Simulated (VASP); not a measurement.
All values below come from HSE06 screened hybrid, VASP's PBE PAW potentials (set 64) (plane waves; VASP 6.6.1).

Input for VASP

POSCAR:
```
Ge64
1.0
 11.5673955220   0.0000000000   0.0000000000
  0.0000000000  11.5673955220   0.0000000000
  0.0000000000   0.0000000000  11.5673955220
Ge
64
Cartesian
  5.7836977610   0.0000000000   0.0000000000
  7.2296222012   1.4459244402   1.4459244402
  8.6755466415   2.8918488805   0.0000000000
 10.1214710818   4.3377733208   1.4459244402
  8.6755466415   0.0000000000   2.8918488805
 10.1214710818   1.4459244402   4.3377733208
  0.0000000000   0.0000000000   0.0000000000
  1.4459244402   1.4459244402   1.4459244402
  2.8918488805   2.8918488805   0.0000000000
  4.3377733208   4.3377733208   1.4459244402
  5.7836977610   5.7836977610   0.0000000000
  7.2296222012   7.2296222012   1.4459244402
  8.6755466415   8.6755466415   0.0000000000
 10.1214710818  10.1214710818   1.4459244402
  2.8918488805   0.0000000000   2.8918488805
  4.3377733208   1.4459244402   4.3377733208
  5.7836977610   2.8918488805   2.8918488805
  7.2296222012   4.3377733208   4.3377733208
  8.6755466415   5.7836977610   2.8918488805
 10.1214710818   7.2296222012   4.3377733208
  5.7836977610   0.0000000000   5.7836977610
  7.2296222012   1.4459244402   7.2296222012
  8.6755466415   2.8918488805   5.7836977610
 10.1214710818   4.3377733208   7.2296222012
  8.6755466415   0.0000000000   8.6755466415
 10.1214710818   1.4459244402  10.1214710818
  0.0000000000   5.7836977610   0.0000000000
  1.4459244402   7.2296222012   1.4459244402
  2.8918488805   8.6755466415   0.0000000000
  4.3377733208  10.1214710818   1.4459244402
  0.0000000000   2.8918488805   2.8918488805
  1.4459244402   4.3377733208   4.3377733208
  2.8918488805   5.7836977610   2.8918488805
  4.3377733208   7.2296222012   4.3377733208
  5.7836977610   8.6755466415   2.8918488805
  7.2296222012  10.1214710818   4.3377733208
  0.0000000000   0.0000000000   5.7836977610
  1.4459244402   1.4459244402   7.2296222012
  2.8918488805   2.8918488805   5.7836977610
  4.3377733208   4.3377733208   7.2296222012
  5.7836977610   5.7836977610   5.7836977610
  7.2296222012   7.2296222012   7.2296222012
  8.6755466415   8.6755466415   5.7836977610
 10.1214710818  10.1214710818   7.2296222012
  2.8918488805   0.0000000000   8.6755466415
  4.3377733208   1.4459244402  10.1214710818
  5.7836977610   2.8918488805   8.6755466415
  7.2296222012   4.3377733208  10.1214710818
  8.6755466415   5.7836977610   8.6755466415
 10.1214710818   7.2296222012  10.1214710818
  0.0000000000   8.6755466415   2.8918488805
  1.4459244402  10.1214710818   4.3377733208
  0.0000000000   5.7836977610   5.7836977610
  1.4459244402   7.2296222012   7.2296222012
  2.8918488805   8.6755466415   5.7836977610
  4.3377733208  10.1214710818   7.2296222012
  0.0000000000   2.8918488805   8.6755466415
  1.4459244402   4.3377733208  10.1214710818
  2.8918488805   5.7836977610   8.6755466415
  4.3377733208   7.2296222012  10.1214710818
  5.7836977610   8.6755466415   8.6755466415
  7.2296222012  10.1214710818  10.1214710818
  0.0000000000   8.6755466415   8.6755466415
  1.4459244402  10.1214710818  10.1214710818
```

### KPOINTS
```
Automatic mesh
0
Gamma
1 1 1
0 0 0
```

INCAR:
```
! general
SYSTEM  =Ge64
PREC    =Normal
ENCUT   =400
LREAL   =Auto
LASPH   =.TRUE.
ISYM    =3

! electronic loop
EDIFF   =1E-5
NELM    =50
NELMIN  =4
ALGO    =Normal
LMAXMIX =4

! smearing
ISMEAR  =0
SIGMA   =0.05

! functional
GGA     =PE
LHFCALC =.TRUE.
AEXX    =0.25
HFSCREEN=0.2
PRECFOCK=Fast

! ions
ISIF    =0

! output
LWAVE   =.FALSE.
LCHARG  =.FALSE.
LVHAR   =.TRUE.
```

POTCAR, in this order: Ge (PBE.64 set). Program: vasp_gam. Read from the step before: WAVECAR.

Output of the run:

File OSZICAR:
```
       N       E                     dE             d eps       ncg     rms          rms(c)
DAV:   1    -0.333002939926E+03   -0.33300E+03   -0.21337E+01   322   0.115E+01    0.692E+00
DAV:   2    -0.333483457860E+03   -0.48052E+00   -0.98757E-01   338   0.106E+00    0.480E+00
DAV:   3    -0.333639211604E+03   -0.15575E+00   -0.84470E-02   339   0.365E-01    0.299E+00
DAV:   4    -0.333626484417E+03    0.12727E-01   -0.19688E-02   338   0.217E-01    0.175E+00
DAV:   5    -0.333609389410E+03    0.17095E-01   -0.47035E-03   338   0.142E-01    0.994E-01
DAV:   6    -0.333603187248E+03    0.62022E-02   -0.20140E-03   347   0.927E-02    0.554E-01
DAV:   7    -0.333601058110E+03    0.21291E-02   -0.76261E-04   339   0.565E-02    0.308E-01
DAV:   8    -0.333600354060E+03    0.70405E-03   -0.27797E-04   339   0.341E-02    0.172E-01
DAV:   9    -0.333600134741E+03    0.21932E-03   -0.10230E-04   339   0.208E-02    0.960E-02
DAV:  10    -0.333600074499E+03    0.60241E-04   -0.36967E-05   250   0.129E-02    0.545E-02
DAV:  11    -0.333600063153E+03    0.11346E-04   -0.16509E-05   193   0.892E-03    0.309E-02
DAV:  12    -0.333600064588E+03   -0.14343E-05   -0.65534E-06   186   0.565E-03
   1 F= -.33360006E+03 E0= -.33360005E+03  d E =-.252444E-04
```

### OUTCAR
```
------------------------ aborting loop because EDIFF is reached ----------------------------------------
  volume of cell :     1547.77
      direct lattice vectors                 reciprocal lattice vectors
    11.567395522  0.000000000  0.000000000     0.086449884  0.000000000  0.000000000
     0.000000000 11.567395522  0.000000000     0.000000000  0.086449884  0.000000000
     0.000000000  0.000000000 11.567395522     0.000000000  0.000000000  0.086449884
 POSITION                                       TOTAL-FORCE (eV/Angst)
 -----------------------------------------------------------------------------------
      5.78370      0.00000      0.00000        -0.000000      0.000000     -0.000000
      7.22962      1.44592      1.44592         0.000000     -0.000000      0.000000
      8.67555      2.89185      0.00000        -0.000000     -0.000000     -0.000000
     10.12147      4.33777      1.44592         0.000000     -0.000000      0.000000
      8.67555      0.00000      2.89185        -0.000000     -0.000000     -0.000000
     10.12147      1.44592      4.33777         0.000000     -0.000000      0.000000
      0.00000      0.00000      0.00000        -0.000000      0.000000     -0.000000
      1.44592      1.44592      1.44592         0.000000      0.000000      0.000000
      2.89185      2.89185      0.00000        -0.000000      0.000000     -0.000000
      4.33777      4.33777      1.44592         0.000000      0.000000      0.000000
      5.78370      5.78370      0.00000         0.000000     -0.000000     -0.000000
      7.22962      7.22962      1.44592        -0.000000      0.000000      0.000000
      8.67555      8.67555      0.00000        -0.000000     -0.000000     -0.000000
     10.12147     10.12147      1.44592         0.000000      0.000000      0.000000
      2.89185      0.00000      2.89185         0.000000     -0.000000     -0.000000
      4.33777      1.44592      4.33777         0.000000      0.000000      0.000000
      5.78370      2.89185      2.89185        -0.000000     -0.000000     -0.000000
      7.22962      4.33777      4.33777        -0.000000      0.000000      0.000000
      8.67555      5.78370      2.89185        -0.000000     -0.000000     -0.000000
     10.12147      7.22962      4.33777         0.000000      0.000000      0.000000
      5.78370      0.00000      5.78370        -0.000000     -0.000000     -0.000000
      7.22962      1.44592      7.22962         0.000000      0.000000     -0.000000
      8.67555      2.89185      5.78370        -0.000000     -0.000000     -0.000000
     10.12147      4.33777      7.22962         0.000000      0.000000      0.000000
      8.67555      0.00000      8.67555        -0.000000      0.000000     -0.000000
     10.12147      1.44592     10.12147         0.000000      0.000000      0.000000
      0.00000      5.78370      0.00000        -0.000000      0.000000     -0.000000
      1.44592      7.22962      1.44592         0.000000     -0.000000      0.000000
      2.89185      8.67555      0.00000        -0.000000     -0.000000     -0.000000
      4.33777     10.12147      1.44592         0.000000     -0.000000      0.000000
      0.00000      2.89185      2.89185        -0.000000      0.000000     -0.000000
      1.44592      4.33777      4.33777         0.000000      0.000000      0.000000
      2.89185      5.78370      2.89185        -0.000000     -0.000000     -0.000000
      4.33777      7.22962      4.33777         0.000000     -0.000000      0.000000
      5.78370      8.67555      2.89185        -0.000000      0.000000     -0.000000
      7.22962     10.12147      4.33777         0.000000     -0.000000      0.000000
      0.00000      0.00000      5.78370        -0.000000      0.000000     -0.000000
      1.44592      1.44592      7.22962         0.000000     -0.000000      0.000000
      2.89185      2.89185      5.78370        -0.000000      0.000000     -0.000000
      4.33777      4.33777      7.22962         0.000000     -0.000000      0.000000
      5.78370      5.78370      5.78370        -0.000000      0.000000     -0.000000
      7.22962      7.22962      7.22962         0.000000     -0.000000      0.000000
      8.67555      8.67555      5.78370        -0.000000     -0.000000     -0.000000
     10.12147     10.12147      7.22962         0.000000      0.000000      0.000000
      2.89185      0.00000      8.67555        -0.000000     -0.000000     -0.000000
      4.33777      1.44592     10.12147         0.000000      0.000000      0.000000
      5.78370      2.89185      8.67555        -0.000000      0.000000     -0.000000
      7.22962      4.33777     10.12147         0.000000     -0.000000      0.000000
      8.67555      5.78370      8.67555        -0.000000     -0.000000     -0.000000
     10.12147      7.22962     10.12147         0.000000      0.000000      0.000000
      0.00000      8.67555      2.89185        -0.000000      0.000000     -0.000000
      1.44592     10.12147      4.33777         0.000000      0.000000      0.000000
      0.00000      5.78370      5.78370        -0.000000     -0.000000     -0.000000
      1.44592      7.22962      7.22962         0.000000      0.000000      0.000000
      2.89185      8.67555      5.78370         0.000000     -0.000000     -0.000000
      4.33777     10.12147      7.22962         0.000000      0.000000      0.000000
      0.00000      2.89185      8.67555        -0.000000     -0.000000     -0.000000
      1.44592      4.33777     10.12147         0.000000      0.000000      0.000000
      2.89185      5.78370      8.67555        -0.000000      0.000000     -0.000000
      4.33777      7.22962     10.12147         0.000000      0.000000      0.000000
      5.78370      8.67555      8.67555         0.000000     -0.000000     -0.000000
      7.22962     10.12147     10.12147         0.000000      0.000000      0.000000
      0.00000      8.67555      8.67555        -0.000000     -0.000000     -0.000000
      1.44592     10.12147     10.12147         0.000000      0.000000      0.000000
 -----------------------------------------------------------------------------------
    total drift:                                0.000002     -0.000004      0.000000
  FREE ENERGIE OF THE ION-ELECTRON SYSTEM (eV)
  ---------------------------------------------------
  free  energy   TOTEN  =      -333.6000645877 eV

  energy  without entropy=     -333.6000393433  energy(sigma->0) =     -333.60005197

  exchange ACFDT corr.  =         0.00000000  see jH, gK, PRB 81, 115126
```
(Selected blocks of OUTCAR.)

The supercell is sampled at Γ alone, which is coarse: total energies, pressure and levels can be off, energies of defects by several tenths of an eV.

The cell is a supercell, built from Ge (diamond). The cell's shape comes from a PBE relaxation.
